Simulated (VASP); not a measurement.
Method: TPSS meta-GGA, VASP's PBE PAW potentials (set 64) (plane waves; VASP).

VASP input:

POSCAR:
```
Sb
1
    4.0058206843    -2.1797395036     0.0010095424
    4.0058206843     2.1797395036     0.0010095424
    2.8188265866    -0.0000000000     3.5849797269
Sb
2
Direct
  0.2332308219   0.2332308219   0.2332308219
  0.7667691781   0.7667691781   0.7667691781
```

**KPOINTS**
```
Automatic mesh
0
Gamma
7 7 7
0 0 0
```

**INCAR**
```
SYSTEM = Sb
PREC = Accurate; ENCUT = 520; LREAL = .FALSE.
LASPH = .TRUE.
EDIFF = 1E-6; NELM = 100; ALGO = Normal
LMAXMIX = 4; LMIXTAU = .TRUE.
ISMEAR = 0; SIGMA = 0.05
METAGGA = TPSS
IBRION = 2; NSW = 60; ISIF = 3
EDIFFG = -0.01
LWAVE = .FALSE.; LCHARG = .FALSE.
```

POTCAR, in this order: Sb (PBE.64 set). Program: vasp_std.

### Question
What will the output report for the number of irreducible k-points (NKPTS), largest plane-wave count, number of space-group operations, FFT grid (NGX, NGY, NGZ)?

### Answer

```yaml
number of irreducible k-points (NKPTS): 44
largest_plane_wave_count: 1706
number_of_space_group_operations: 12
FFT grid (NGX, NGY, NGZ): 36 × 36 × 36
```

The compound is Sb in the a7 structure. This run relaxes it. Symmetry was kept, so distortions that lower it aren't found. The start is the result of an earlier pass.
